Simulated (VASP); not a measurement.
VASP runs on LiF (rock salt) share one base input (PBE GGA, plane waves, VASP's PBE PAW potentials (set 64)) and change the settings named in each case.

File KPOINTS:
```
Automatic mesh
0
Gamma
10 10 10
0 0 0
```

### POSCAR
```
LiF
1.0
  0.0000000000   2.0150000000   2.0150000000
  2.0150000000   0.0000000000   2.0150000000
  2.0150000000   2.0150000000   0.0000000000
Li F
1 1
direct
  0.0000000000   0.0000000000   0.0000000000
  0.5000000000   0.5000000000   0.5000000000
```

INCAR:
```
ALGO=Normal
EDIFF=1E-6
ENCUT=520
GGA=PE
ISIF=2
ISMEAR=0
LASPH=T
LCHARG=F
LREAL=F
LWAVE=F
NELM=100
PREC=Accurate
SIGMA=0.05
SYSTEM=LiF
```

POTCAR, in this order: Li_sv F (PBE.64 set). Program: vasp_std.

| change | electronic steps |
|---|---|
| base run | 12 |
| AMIX = 0.6, BMIX = 1.0, IMIX = 4 | 11 |
| AMIX = 0.05, BMIX = 1.0, IMIX = 4 | 14 |
| AMIX = 0.2, BMIX = 3.0, IMIX = 1 | 50 |
| AMIX = 1.0, BMIX = 0.0001, IMIX = 4 | 12 |
| AMIX = 0.2, BMIX = 0.0001, IMIX = 4 | 12 |

Left out are runs that ran out of time, are held back, or changed the cell or the kind of run, fixed moments of cells without a moment, rows past the twelfth, gaps on odd meshes, pressures of charged cells and columns that move by less than the noise.

The compound is LiF in the rock salt structure. The cell was not relaxed at this level.
